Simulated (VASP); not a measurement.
```
CELL_PARAMETERS angstrom
      1.64758    -5.46449     0.00000
      1.64758     5.46449     0.00000
      0.00000     0.00000     4.54319
ATOMIC_POSITIONS crystal
  P  0.40414 0.59586 0.91118
  P  0.59586 0.40414 0.08882
  P  0.09586 0.90414 0.41118
  P  0.90414 0.09586 0.58882
```

The numbers are results of PBE GGA, VASP's PBE PAW potentials (set 64) (plane waves; VASP 6.6.1), not measurements. Numerical set-up: 300 eV cut-off, 8×8×6 Γ-centred mesh, Gaussian smearing of 0.14 eV, potentials P.

Question: Give the energies of bands 4 to 13 at the high-symmetry points, in eV from the valence-band maximum.

Answer: 
```tsv
band	Γ	Y	C0	Z	A0	T	S	R
4	-6.79	-6.10	-9.48	-8.87	-10.46	-9.37	-10.19	-10.57
5	-4.97	-5.60	-5.81	-4.41	-6.13	-3.32	-5.61	-5.68
6	-4.91	-5.52	-5.40	-4.41	-6.13	-3.32	-5.61	-5.68
7	-4.08	-4.18	-3.67	-3.29	-4.81	-2.81	-3.41	-5.33
8	-2.80	-2.43	-3.42	-3.29	-4.81	-2.81	-3.41	-5.33
9	-2.59	-1.60	-2.68	-1.68	-1.74	-1.99	-2.67	-1.83
10	-1.23	0.00	-2.46	-1.68	-1.74	-1.99	-2.67	-1.83
11	0.56	0.11	0.67	1.42	1.74	1.40	0.65	1.65
12	1.00	0.77	0.81	1.42	1.74	1.40	0.65	1.65
13	1.89	2.10	1.28	2.88	3.28	2.56	1.47	3.41
```

The gap is direct, 0.11 eV, from the valence maximum at Y to the conduction minimum at Y.

The structure comes from a computed database's P entry; how it stands against other phases isn't given here. The cell was not relaxed at this level.
